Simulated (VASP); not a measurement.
Computed with PBEsol GGA, VASP's PBE PAW potentials (set 64) (plane waves; VASP 6.6.1).

VASP input:

### POSCAR
```
CsCl
1
    4.0730141105     0.0000000000     0.0000000000
    0.0000000000     4.0730141105     0.0000000000
    0.0000000000     0.0000000000     4.0730141105
Cs Cl
1 1
Direct
  0.0000000000   0.0000000000   0.0000000000
  0.5000000000   0.5000000000   0.5000000000
```

INCAR:
```
SYSTEM = CsCl
PREC = Accurate; ENCUT = 530; LREAL = .FALSE.
LASPH = .TRUE.
EDIFF = 1E-7; NELM = 100; ALGO = Normal
LMAXMIX = 4
ISMEAR = 0; SIGMA = 0.05
GGA = PS
IBRION = 6; NSW = 1; ISIF = 3
POTIM = 0.015; NFREE = 2
LWAVE = .FALSE.; LCHARG = .FALSE.
```

KPOINTS:
```
Automatic mesh
0
Gamma
6 6 6
0 0 0
```

POTCAR, in this order: Cs_sv Cl (PBE.64 set). Program: vasp_std.

Output

**OUTCAR**
```


 TOTAL ELASTIC MODULI (kBar)
 Direction    XX          YY          ZZ          XY          YZ          ZX
 --------------------------------------------------------------------------------
 XX         378.3270     90.2264     90.2264      0.0000      0.0000     -0.0000
 YY          90.2264    378.3270     90.2264     -0.0000      0.0000      0.0000
 ZZ          90.2264     90.2264    378.3270      0.0000      0.0000      0.0000
 XY           0.0000     -0.0000      0.0000     91.6884      0.0000      0.0000
 YZ           0.0000      0.0000      0.0000      0.0000     91.6884      0.0000
 ZX          -0.0000      0.0000      0.0000      0.0000      0.0000     91.6884
 --------------------------------------------------------------------------------
```
(Selected blocks of OUTCAR.)

The compound is CsCl in the CsCl type structure. It was relaxed first.
